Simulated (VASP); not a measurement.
Calculation: LDA (Ceperley-Alder, Perdew-Zunger), VASP's LDA PAW potentials (set 64) (plane waves; VASP).

VASP ran on this input.

### INCAR
```
ALGO = Normal
EDIFF = 1E-6
ENCUT = 300
ISIF = 2
ISMEAR = 0
LASPH = .TRUE.
LCHARG = .FALSE.
LMAXMIX = 4
LREAL = .FALSE.
LWAVE = .FALSE.
NELM = 100
PREC = Accurate
SIGMA = 0.272
SYSTEM = CuZn
```

**KPOINTS**
```
Automatic mesh
0
Gamma
15 15 15
0 0 0
```

File POSCAR:
```
CuZn
5.90
  0.5000000000   0.0000000000   0.0000000000
  0.0000000000   0.5000000000   0.0000000000
  0.0000000000   0.0000000000   0.5000000000
Zn Cu
1 1
Direct
  0.5000000000   0.5000000000   0.5000000000
  0.0000000000   0.0000000000   0.0000000000
```

POTCAR, in this order: Zn Cu (LDA.64 set). Program: vasp_std.

What VASP printed:

OSZICAR:
```
       N       E                     dE             d eps       ncg     rms          rms(c)
DAV:   1     0.870512376391E+02    0.87051E+02   -0.83676E+03  3815   0.170E+03
DAV:   2    -0.592026520255E+01   -0.92972E+02   -0.90524E+02  3649   0.276E+02
DAV:   3    -0.790282046542E+01   -0.19826E+01   -0.19787E+01  4491   0.540E+01
DAV:   4    -0.791458684476E+01   -0.11766E-01   -0.11765E-01  4189   0.358E+00
DAV:   5    -0.791474644707E+01   -0.15960E-03   -0.15960E-03  4622   0.453E-01    0.967E+00
DAV:   6    -0.776207676111E+01    0.15267E+00   -0.18517E+01  3868   0.108E+02    0.624E+00
DAV:   7    -0.675743812695E+01    0.10046E+01   -0.40876E+00  3830   0.106E+02    0.219E+00
DAV:   8    -0.675705628533E+01    0.38184E-03   -0.21668E-01  4814   0.663E+00    0.125E+00
DAV:   9    -0.674571002218E+01    0.11346E-01   -0.22490E-02  4492   0.358E+00    0.536E-02
DAV:  10    -0.674568051960E+01    0.29503E-04   -0.47237E-04  4695   0.327E-01    0.220E-02
DAV:  11    -0.674568209674E+01   -0.15771E-05   -0.14483E-05  5136   0.809E-02    0.117E-02
DAV:  12    -0.674568240095E+01   -0.30421E-06   -0.92173E-07  2500   0.314E-02
   1 F= -.67456824E+01 E0= -.67369376E+01  d E =-.174896E-01
```

File OUTCAR:
```
------------------------ aborting loop because EDIFF is reached ----------------------------------------
  FORCE on cell =-STRESS in cart. coord.  units (eV):
  Direction    XX          YY          ZZ          XY          YZ          ZX
  --------------------------------------------------------------------------------------
  Total       -1.7880127     -1.7880127     -1.7880127      0.0000000      0.0000000     -0.0000000
  in kB     -111.5873947   -111.5873947   -111.5873947      0.0000000      0.0000000     -0.0000000
  external PRESSURE =    -111.5873947 kB  Pullay stress =       0.0000000 kB
  volume of cell :       25.67
      direct lattice vectors                 reciprocal lattice vectors
     2.950000000  0.000000000  0.000000000     0.338983051  0.000000000  0.000000000
     0.000000000  2.950000000  0.000000000     0.000000000  0.338983051  0.000000000
     0.000000000  0.000000000  2.950000000     0.000000000  0.000000000  0.338983051
 POSITION                                       TOTAL-FORCE (eV/Angst)
 -----------------------------------------------------------------------------------
      1.47500      1.47500      1.47500         0.000000      0.000000      0.000000
      0.00000      0.00000      0.00000         0.000000      0.000000      0.000000
 -----------------------------------------------------------------------------------
    total drift:                                0.000000     -0.000000      0.000000
  FREE ENERGIE OF THE ION-ELECTRON SYSTEM (eV)
  ---------------------------------------------------
  free  energy   TOTEN  =        -6.7456824009 eV

  energy  without entropy=       -6.7281927565  energy(sigma->0) =       -6.73693758
```
(Selected blocks of OUTCAR.)

**OUTCAR**
```
 val. band max:        5.2634805812   @ k =   0.3333   0.3333   0.0000

 cond. band min:       5.3265234465   @ k =   0.4000   0.4000   0.4000


 Fermi energy:         5.2683759607

 k-point     1 :       0.0000    0.0000    0.0000
  band No.  band energies     occupation
      1      -5.0423      2.00000
      2      -2.6136      2.00000
      3      -2.6136      2.00000
      4      -1.9355      2.00000
      5      -1.9355      2.00000
      6      -1.9355      2.00000
      7       1.6642      2.00000
      8       1.6642      2.00000
      9       2.4875      2.00000
     10       2.4875      2.00000
     11       2.4875      2.00000
     12      11.4043      0.00000
     13      11.4043      0.00000
     14      11.4043      0.00000
     15      16.6275      0.00000

 k-point     2 :       0.0667    0.0000    0.0000
  band No.  band energies     occupation
      1      -4.9621      2.00000
      2      -2.6045      2.00000
      3      -2.5961      2.00000
      4      -1.9426      2.00000
      5      -1.9426      2.00000
      6      -1.9320      2.00000
      7       1.6596      2.00000
      8       1.6730      2.00000
      9       2.4614      2.00000
     10       2.4614      2.00000
     11       2.4846      2.00000
     12      10.6316      0.00000
     13      11.5265      0.00000
     14      11.5265      0.00000
     15      16.6705      0.00000

 k-point     3 :       0.1333    0.0000    0.0000
  band No.  band energies     occupation
      1      -4.7237      2.00000
      2      -2.5785      2.00000
      3      -2.5455      2.00000
      4      -1.9626      2.00000
      5      -1.9626      2.00000
      6      -1.9220      2.00000
      7       1.6461      2.00000
      8       1.6893      2.00000
      9       2.3872      2.00000
     10       2.3872      2.00000
     11       2.4767      2.00000
     12       9.0685      0.00000
     13      11.8856      0.00000
     14      11.8856      0.00000
     15      16.7997      0.00000
...
```

At this cut-off the stress carries a Pulay error, which pulls relaxed volumes low.

The structure is a typed CuZn crystal (Pm-3m). The cell was not relaxed at this level. The run is one of a series of settings (GGA removed, POTCAR Zn Cu (LDA.64 set) against the base run), some of them coarse on purpose. The electron count is odd and the run is not spin-polarised, which forces a metal.
